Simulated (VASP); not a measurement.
Output of a VASP run:

File OSZICAR:
```
       N       E                     dE             d eps       ncg     rms          rms(c)
DAV:   1     0.162462781158E+02    0.16246E+02   -0.43633E+03   256   0.963E+02
DAV:   2    -0.129357274683E+02   -0.29182E+02   -0.27811E+02   416   0.180E+02
DAV:   3    -0.136410844126E+02   -0.70536E+00   -0.70536E+00   368   0.242E+01
DAV:   4    -0.136449666447E+02   -0.38822E-02   -0.38822E-02   400   0.225E+00
DAV:   5    -0.136449811878E+02   -0.14543E-04   -0.14543E-04   376   0.122E-01    0.452E+00
DAV:   6    -0.130017210277E+02    0.64326E+00   -0.17855E+00   400   0.969E+00    0.206E+00
DAV:   7    -0.129090224415E+02    0.92699E-01   -0.23497E-01   456   0.345E+00    0.786E-01
DAV:   8    -0.128991155964E+02    0.99068E-02   -0.30399E-02   328   0.127E+00    0.910E-02
DAV:   9    -0.128994313912E+02   -0.31579E-03   -0.50159E-04   344   0.264E-01    0.508E-02
DAV:  10    -0.128996012947E+02   -0.16990E-03   -0.28440E-04   288   0.152E-01    0.104E-02
DAV:  11    -0.128996018129E+02   -0.51813E-06   -0.15196E-05   440   0.319E-02    0.411E-03
DAV:  12    -0.128996026207E+02   -0.80779E-06   -0.12087E-06   272   0.127E-02    0.687E-04
DAV:  13    -0.128996026229E+02   -0.22347E-08   -0.55265E-08   488   0.229E-03
   1 F= -.12899603E+02 E0= -.12899603E+02  d E =-.218124E-18
```

OUTCAR:
```
------------------------ aborting loop because EDIFF is reached ----------------------------------------
  FORCE on cell =-STRESS in cart. coord.  units (eV):
  Direction    XX          YY          ZZ          XY          YZ          ZX
  --------------------------------------------------------------------------------------
  Total        0.2781954      0.2781954      0.2781954     -0.0000000      0.0000000      0.0000000
  in kB       19.1518396     19.1518396     19.1518396     -0.0000000      0.0000000      0.0000000
  external PRESSURE =      19.1518396 kB  Pullay stress =       0.0000000 kB
  volume of cell :       23.27
      direct lattice vectors                 reciprocal lattice vectors
     0.000000000  2.266070000  2.266070000    -0.220646317  0.220646317  0.220646317
     2.266070000  0.000000000  2.266070000     0.220646317 -0.220646317  0.220646317
     2.266070000  2.266070000  0.000000000     0.220646317  0.220646317 -0.220646317
  FREE ENERGIE OF THE ION-ELECTRON SYSTEM (eV)
  ---------------------------------------------------
  free  energy   TOTEN  =       -12.8996026229 eV

  energy  without entropy=      -12.8996026229  energy(sigma->0) =      -12.89960262
```
(Selected blocks of OUTCAR.)

**POSCAR**
```
BP
1
    0.0000000000     2.2660700000     2.2660700000
    2.2660700000     0.0000000000     2.2660700000
    2.2660700000     2.2660700000     0.0000000000
B P
1 1
Direct
  0.0000000000   0.0000000000   0.0000000000
  0.2500000000   0.2500000000   0.2500000000
```

Question: Write an INCAR and KPOINTS that could have produced this output.

Answer: One answer among several that fit: the input of the run itself, PBE GGA, plane waves, VASP's PBE PAW potentials (set 64).

### KPOINTS
```
Automatic
0
gamma
 6 6 6
```

**INCAR**
```
LREAL = .False.   ! projection in real space or not
ENCUT = 500   ! plane-wave cut-off (eV)
EDIFF = 1E-8   ! SCF stop (eV)
ISMEAR = 0
PREC = Normal
NELM = 100
SIGMA = 0.01
GGA = PE   ! PBE
LASPH = .True.   ! aspherical one-centre terms
ALGO = Normal   ! blocked Davidson
SYSTEM = BP
LWAVE = .True.
LCHARG = .False.
```

POTCAR, in this order: B_GW P_GW (PBE.64 set). Program: vasp_std.

The structure comes from a computed database's BP entry (F-43m); how it stands against other phases isn't given here. The cell was not relaxed at this level.
